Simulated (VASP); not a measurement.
An input for Ansatz (written as the equivalent of a VASP run, and not itself run):

Ansatz 0.2 input:
```yaml
crystal:
  lattice:
    - [3.8605986, 0.0000000, 0.0000000]
    - [-1.9302993, 3.3433761, 0.0000000]
    - [0.0000000, 0.0000000, 6.4267211]
  atoms:
    - { symbol: Si, position: [0.0000000, 0.0000000, 0.0000000] }
    - { symbol: Si, position: [0.0000000, 0.0000000, 0.5000000] }
    - { symbol: Sn, position: [0.3333330, 0.6666670, 0.2500000] }
    - { symbol: Sn, position: [0.6666670, 0.3333330, 0.7500000] }
kpoints:
  mp_grid: { grid: [9, 9, 5] }
hamiltonian:
  xc: pbesol
  pseudopotentials: { kind: paw }
scf:
  occupations: { method: methfessel_paxton, width: 0.1 }
  max_iter: 100
relax:
  max_steps: 40
  f_tol: 0.02
  cell: { p_target: 5 }
output: { forces: true, stress: true, eigenvalues: true }
```

Translate this input to VASP (INCAR, KPOINTS, POSCAR, choice of POTCAR).

This is not unique; one that fits is 
POSCAR:
```
SiSn
1
    3.8605986158     0.0000000000    -0.0000000000
   -1.9302993079     3.3433761377     0.0000000000
    0.0000000000     0.0000000000     6.4267211235
Si Sn
2 2
Direct
  0.0000000000   0.0000000000   0.0000000000
  0.0000000000   0.0000000000   0.5000000000
  0.3333330000   0.6666670000   0.2500000000
  0.6666670000   0.3333330000   0.7500000000
```

**KPOINTS**
```
kpoints
0
Gamma
 9 9 5
0 0 0
```

**INCAR**
```
LREAL  =  .FALSE.   # projection in real space or not
LCHARG  =  .FALSE.
NSW  =  40   # most ionic steps
GGA  =  PS   # PBEsol
EDIFF  =  1E-6   # SCF stop (eV)
ISIF  =  3   # ions, shape and volume
ISMEAR  =  1   # Methfessel-Paxton
SIGMA  =  0.1   # width (eV)
LWAVE  =  .FALSE.
NELM  =  100
SYSTEM  =  SiSn
EDIFFG  =  -0.02   # ionic stop
LASPH  =  .TRUE.   # aspherical one-centre terms
PSTRESS  =  50
ALGO  =  Normal   # blocked Davidson
IBRION  =  2   # conjugate gradients
ENCUT  =  500   # plane-wave cut-off (eV)
PREC  =  Accurate
LMAXMIX  =  4
```

POTCAR, in this order: Si Sn_d (PBE.64 set). Program: vasp_std.

The two are equivalent in intent, not identical: each code has its own PAW files, so the cut-off isn't converted (ENCUT is set for VASP's; basis.ecutwfc is left out, and Ansatz then takes the one that its files recommend); Ansatz stops its SCF on the density residual and VASP on the energy change (EDIFF).

The structure was generated: SiSn was put into the NiAs type type (P6_3/mmc), which need not be its known phase. It was relaxed first under an external pressure of 5 GPa.
